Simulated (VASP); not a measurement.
Consider the following.

```yaml
crystal:
  lattice:
    - [2.05675, -3.56239, 0.00000]
    - [2.05675, 3.56239, 0.00000]
    - [0.00000, 0.00000, 6.68608]
  atoms:
    - { symbol: Cd, position: [0.66667, 0.33333, 0.50003] }
    - { symbol: Cd, position: [0.33333, 0.66667, 0.00003] }
    - { symbol: S, position: [0.66667, 0.33333, 0.87697] }
    - { symbol: S, position: [0.33333, 0.66667, 0.37697] }
```

Calculation: PBE GGA with D3 dispersion (zero damping), VASP's PBE PAW potentials (set 64) (plane waves; VASP). Numerical set-up: 520 eV cut-off, 6×6×4 Γ-centred mesh, Gaussian smearing of 0.050 eV, potentials Cd S.

Question: Predict the energy per atom (σ→0), pressure, band gap (on the k-mesh) with the smallest direct gap where there is one.

Answer: 
```yaml
band gap (on the k-mesh): 1.26 eV
smallest direct gap (on the k-mesh): 1.26 eV
energy per atom (σ→0): -3.317 eV/atom
pressure: 1.95 GPa
```

The absolute energy has meaning only against runs of the same code, potentials and settings.

The compound is CdS in the wurtzite structure. This cell is one point of a volume scan, at 0.97 of the reference volume.
